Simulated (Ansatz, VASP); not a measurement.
**One calculation of PPt, two programs**

```
CELL_PARAMETERS angstrom
3.66662 0.00000 0.00000
-1.83331 3.17538 0.00000
0.00000 0.00000 6.22404
ATOMIC_POSITIONS crystal
Pt 0.33333 0.66667 0.37190
Pt 0.66667 0.33333 0.87190
P 0.33333 0.66667 0.00310
P 0.66667 0.33333 0.50310
```

Change from the starting cell: volume scaled by 0.94.

Alike in both runs: task single point; functional PBE; k mesh 8 × 8 × 4; occupations fermi-dirac, width 0.05 eV; no spin polarisation.

|  | VASP | Ansatz |
| --- | --- | --- |
| version | VASP 6.6.1 | Ansatz 0.2.0 |
| potentials or method | VASP PAW PBE potentials, release 64 (Pt, P) | Ansatz PAW |
| plane-wave cutoff (eV) | 520 | 420 |
| valence electrons in the cell | 30 | 46 |

Ansatz gave:

| Property | Result |
| --- | --- |
| gap on the k mesh at the Fermi level (eV) | none |
| pressure (GPa) | 9.9 |
| largest component of the traceless stress (GPa) | 0.53 |
| rms of the force components (eV/Å) | 0.149 |

Question: Which values does VASP return?

Answer: gap on the k mesh at the Fermi level (eV): none; pressure (GPa): 9.6; largest component of the traceless stress (GPa): 0.51; rms of the force components (eV/Å): 0.150.

Atom by atom the forces differ by 0.001 eV/Å (rms over components). A gap of «none» marks a metal or a gap that the smearing closes. The two sets of potentials don't hold the same shells in valence.

The runs have no spin-orbit coupling, so splittings on Pt are missing.
